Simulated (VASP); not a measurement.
The system is HfIn4SiO6.

```xyz
12
Lattice="2.7160 -4.7033 0.0045 2.7160 4.7033 0.0045 -1.8631 0.0000 7.4041" Properties=species:S:1:pos:R:3 pbc="T T T"
Hf    2.7160    2.7768    0.0045
In    1.7845    1.2098    3.7066
In    2.7160   -0.3586    0.0045
In    1.7845    4.3741    3.7066
In    1.7845   -1.9666    3.7066
Si    2.7160   -3.4942    0.0045
O    -1.1351   -0.1798    6.4177
O     4.7040   -0.1798    0.9954
O     1.6933   -2.1708    6.4226
O     1.8757   -2.1708    0.9906
O     1.5632    1.2736    0.9906
O     2.0058    1.2736    6.4226
```

The cell was built by a generator and needn't be a form met in nature.

| Item | Value |
| --- | --- |
| Program | VASP 6.6.1 |
| Task | relaxation of cell and atoms |
| Functional | RPBE |
| Potentials or basis | VASP PAW PBE potentials, release 64 (Hf_pv, In_d, Si, O) |
| Cutoff | 600 eV |
| k mesh | 6 × 6 × 4 |
| Occupations | fermi-dirac, width 0.05 eV |
| Spin | no spin polarisation |

At the start: pressure 2.5 GPa; volume 15.77 Å³/atom.

**Question.** Where does the relaxation end?

**Answer.** Over 9 steps the energy falls by 3.8 meV/atom and the volume is 16.30 Å³/atom (+3.3 %); space group C2 (No. 5, to 0.05 Å).

The path:
| step | energy change (eV) | largest force (eV/Å) | pressure (GPa) | volume (Å³) |
| --- | --- | --- | --- | --- |
| 1 | 0.0000 | 0.1446 | 2.46 | 189.25 |
| 2 | -0.0156 | 0.3241 | -1.57 | 195.96 |
| 3 | -0.0310 | 0.1792 | 0.02 | 193.13 |
| 4 | -0.0393 | 0.0824 | 0.06 | 193.87 |
| 5 | -0.0423 | 0.0853 | 0.10 | 194.60 |
| 6 | -0.0451 | 0.0414 | 0.00 | 195.17 |
| 7 | -0.0458 | 0.0378 | -0.05 | 195.58 |
| 8 | -0.0458 | 0.0391 | -0.05 | 195.62 |
| 9 | -0.0461 | 0.0115 | 0.10 | 195.55 |

Final structure:
```
Hf In Si O
1.0
     2.73165   -4.72811    0.00418
     2.73165    4.72811    0.00418
    -1.87488    0.00000    7.56736
Hf In Si O
1 4 1 6
Direct
  0.20487 0.79513 0.00000
  0.37143 0.62857 0.50000
  0.53817 0.46183 0.00000
  0.03515 0.96485 0.50000
  0.70886 0.29114 0.50000
  0.87150 0.12850 0.00000
  0.10804 0.06831 0.86881
  0.93169 0.89196 0.13119
  0.84197 0.38036 0.86875
  0.61964 0.15803 0.13125
  0.19731 0.46979 0.13128
  0.53021 0.80269 0.86872
```

Caveat: the PAW data sets were made with another functional, which shifts forces and pressure a little.
